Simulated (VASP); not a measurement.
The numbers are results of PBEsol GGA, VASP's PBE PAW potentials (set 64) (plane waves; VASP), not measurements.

The input files of a VASP run:

KPOINTS:
```
Automatic mesh
0
Gamma
5 5 5
0 0 0
```

### POSCAR
```
Zn4SSe3
5.5666910
  1.0000000769   0.0000000000   0.0000000000
  0.0000000000   1.0000000769   0.0000000000
  0.0000000000   0.0000000000   1.0000000769
Zn Se S
4 3 1
Cart
  0.0069549964   0.9930450805   0.9930450805
  0.4930450420   0.5069550349   0.9930450805
  0.4930450420   0.9930450805   0.5069550349
  0.0069549964   0.5069550349   0.5069550349
  0.2500000192   0.2500000192   0.2500000192
  0.7500000577   0.7500000577   0.2500000192
  0.7500000577   0.2500000192   0.7500000577
  0.2500000192   0.7500000577   0.7500000577
```

INCAR:
```
! general
SYSTEM   =  Zn4SSe3
PREC     =  Accurate
ENCUT    =  400
LREAL    =  F
LASPH    =  T

! electronic loop
EDIFF    =  1E-7
NELM     =  100
ALGO     =  Normal
LMAXMIX  =  4

! smearing
ISMEAR   =  -5

! functional
GGA      =  PS

! ions
ISIF     =  2

! output
LWAVE    =  F
LCHARG   =  T
LORBIT   =  11
NEDOS    =  601

! other
LEFG     =  T
```

POTCAR, in this order: Zn Se S (PBE.64 set). Program: vasp_std.

Output

### OUTCAR
```
 ion  position               nearest neighbor table
   1  0.007  0.993  0.993-   8 2.34   6 2.43   7 2.43   5 2.43
   2  0.493  0.507  0.993-   8 2.34   6 2.43   7 2.43   5 2.43
   3  0.493  0.993  0.507-   8 2.34   6 2.43   7 2.43   5 2.43
   4  0.007  0.507  0.507-   8 2.34   6 2.43   7 2.43   5 2.43
   5  0.250  0.250  0.250-   1 2.43   2 2.43   3 2.43   4 2.43
   6  0.750  0.750  0.250-   1 2.43   2 2.43   3 2.43   4 2.43
   7  0.750  0.250  0.750-   1 2.43   2 2.43   3 2.43   4 2.43
   8  0.250  0.750  0.750-   1 2.34   2 2.34   3 2.34   4 2.34
  LATTYP: Found a simple cubic cell.
 ALAT       =     5.5666914281
 Subroutine PRICEL returns:
 Original cell was already a primitive cell.
 Subroutine GETGRP returns: Found 24 space group operations
The static configuration has the point symmetry C_3v.
 The point group associated with its full space group is T_d .
The dynamic configuration has the point symmetry C_3v.
 Subroutine INISYM returns: Found 24 space group operations
 Subroutine IBZKPT returns following result:
 Found     10 irreducible k-points:

 Following reciprocal coordinates:
            Coordinates               Weight
  0.000000  0.000000  0.000000      1.000000
  0.200000  0.000000  0.000000      6.000000
...
```

File OSZICAR:
```
       N       E                     dE             d eps       ncg     rms          rms(c)
DAV:   1     0.512468737647E+03    0.51247E+03   -0.28716E+04   860   0.164E+03
DAV:   2     0.336566106120E+02   -0.47881E+03   -0.46715E+03   876   0.388E+02
DAV:   3    -0.269050422806E+02   -0.60562E+02   -0.60033E+02   954   0.137E+02
DAV:   4    -0.291482927276E+02   -0.22433E+01   -0.22365E+01  1021   0.265E+01
DAV:   5    -0.291736409235E+02   -0.25348E-01   -0.25327E-01   986   0.288E+00    0.113E+01
DAV:   6    -0.278438476622E+02    0.13298E+01   -0.37102E+00  1150   0.426E+01    0.854E+00
DAV:   7    -0.278670532850E+02   -0.23206E-01   -0.28242E+00   924   0.713E+00    0.357E+00
DAV:   8    -0.278467862623E+02    0.20267E-01   -0.12448E-01  1076   0.410E+00    0.128E+00
DAV:   9    -0.278454906884E+02    0.12956E-02   -0.30890E-02  1068   0.236E+00    0.294E-01
DAV:  10    -0.278455107239E+02   -0.20036E-04   -0.20589E-03   972   0.430E-01    0.200E-01
DAV:  11    -0.278456505739E+02   -0.13985E-03   -0.10726E-03  1223   0.163E-01    0.450E-02
DAV:  12    -0.278456459739E+02    0.46000E-05   -0.23260E-04   999   0.101E-01    0.390E-02
DAV:  13    -0.278456570220E+02   -0.11048E-04   -0.50815E-05  1071   0.571E-02    0.138E-02
DAV:  14    -0.278456594991E+02   -0.24770E-05   -0.99019E-06   934   0.354E-02    0.515E-03
DAV:  15    -0.278456596612E+02   -0.16218E-06   -0.23363E-06  1013   0.775E-03    0.251E-03
DAV:  16    -0.278456596714E+02   -0.10198E-07   -0.39721E-07   764   0.308E-03
   1 F= -.27845660E+02 E0= -.27845660E+02  d E =0.000000E+00
```

**OUTCAR**
```
------------------------ aborting loop because EDIFF is reached ----------------------------------------
  FORCE on cell =-STRESS in cart. coord.  units (eV):
  Direction    XX          YY          ZZ          XY          YZ          ZX
  --------------------------------------------------------------------------------------
  Total       -0.1206344     -0.1206344     -0.1206344     -0.0000000     -0.0000000     -0.0000000
  in kB       -1.1204441     -1.1204441     -1.1204441     -0.0000000     -0.0000000     -0.0000000
  external PRESSURE =      -1.1204441 kB  Pullay stress =       0.0000000 kB
  volume of cell :      172.50
      direct lattice vectors                 reciprocal lattice vectors
     5.566691428  0.000000000  0.000000000     0.179639919  0.000000000  0.000000000
     0.000000000  5.566691428  0.000000000     0.000000000  0.179639919  0.000000000
     0.000000000  0.000000000  5.566691428     0.000000000  0.000000000  0.179639919
 POSITION                                       TOTAL-FORCE (eV/Angst)
 -----------------------------------------------------------------------------------
      0.03872      5.52798      5.52798        -0.009069      0.009069      0.009069
      2.74463      2.82206      5.52798         0.009069     -0.009069      0.009069
      2.74463      5.52798      2.82206         0.009069      0.009069     -0.009069
      0.03872      2.82206      2.82206        -0.009069     -0.009069     -0.009069
      1.39167      1.39167      1.39167         0.000000      0.000000      0.000000
      4.17502      4.17502      1.39167         0.000000      0.000000      0.000000
      4.17502      1.39167      4.17502         0.000000      0.000000      0.000000
      1.39167      4.17502      4.17502         0.000000      0.000000      0.000000
 -----------------------------------------------------------------------------------
    total drift:                               -0.000001     -0.000001     -0.000000
  FREE ENERGIE OF THE ION-ELECTRON SYSTEM (eV)
  ---------------------------------------------------
  free  energy   TOTEN  =       -27.8456596714 eV

  energy  without entropy=      -27.8456596714  energy(sigma->0) =      -27.84565967

 total charge

# of ion       s       p       d       tot
------------------------------------------
    1        0.539   0.473   9.788  10.800
    2        0.539   0.473   9.788  10.800
    3        0.539   0.473   9.788  10.800
    4        0.539   0.473   9.788  10.800
    5        1.437   2.429   0.033   3.898
    6        1.437   2.429   0.033   3.898
    7        1.437   2.429   0.033   3.898
    8        1.312   2.396   0.000   3.708
--------------------------------------------------
tot          7.778  11.574  39.250  58.602

 Electric field gradients after diagonalization (V/A^2)
 (convention: |V_zz| > |V_xx| > |V_yy|)
----------------------------------------------------------------------
 ion       V_xx      V_yy      V_zz     asymmetry (V_yy - V_xx)/ V_zz
----------------------------------------------------------------------
   1       2.171     2.171    -4.343       0.000
   2       2.171     2.171    -4.343       0.000
   3       2.171     2.171    -4.343       0.000
   4       2.171     2.171    -4.343       0.000
   5      15.648    15.648   -31.296       0.000
   6      15.648    15.648   -31.296       0.000
   7      15.648    15.648   -31.296       0.000
   8      -0.000    -0.000    -0.000      -0.354
```
(Selected blocks of OUTCAR.)

File OUTCAR:
```
 val. band max:        1.7994282869   @ k =   0.0000   0.0000   0.0000

 cond. band min:       3.1873818928   @ k =   0.0000   0.0000   0.0000


 Fermi energy:         1.8237146125

 k-point     1 :       0.0000    0.0000    0.0000
  band No.  band energies     occupation
      1     -11.6014      2.00000
      2     -10.4867      2.00000
      3     -10.4152      2.00000
      4     -10.4152      2.00000
      5      -4.8416      2.00000
      6      -4.8416      2.00000
      7      -4.8416      2.00000
      8      -4.7865      2.00000
      9      -4.7865      2.00000
     10      -4.7865      2.00000
     11      -4.5273      2.00000
     12      -4.5273      2.00000
     13      -4.5273      2.00000
     14      -4.5100      2.00000
     15      -4.5100      2.00000
     16      -4.5100      2.00000
     17      -4.3899      2.00000
     18      -4.3899      2.00000
     19      -4.3317      2.00000
     20      -4.3317      2.00000
     21      -4.3317      2.00000
     22      -4.2114      2.00000
     23      -4.2114      2.00000
     24      -4.1660      2.00000
     25      -3.0576      2.00000
     26      -3.0576      2.00000
     27      -3.0576      2.00000
     28      -0.6428      2.00000
     29      -0.6428      2.00000
     30      -0.6428      2.00000
     31      -0.3976      2.00000
     32      -0.3976      2.00000
     33      -0.3976      2.00000
     34       1.7994      2.00000
     35       1.7994      2.00000
     36       1.7994      2.00000
     37       3.1874      0.00000
     38       4.5413      0.00000
     39       4.5413      0.00000
     40       4.9315      0.00000
     41       5.2789      0.00000
     42       5.2789      0.00000
     43       5.2789      0.00000

 k-point     2 :       0.2000    0.0000    0.0000
  band No.  band energies     occupation
      1     -11.5070      2.00000
      2     -10.5790      2.00000
      3     -10.4525      2.00000
      4     -10.4131      2.00000
      5      -4.8499      2.00000
...
```

The structure was generated: Zn4SSe3 was put into an ordered model structure (P-43m), which need not be its known phase. It was relaxed first.
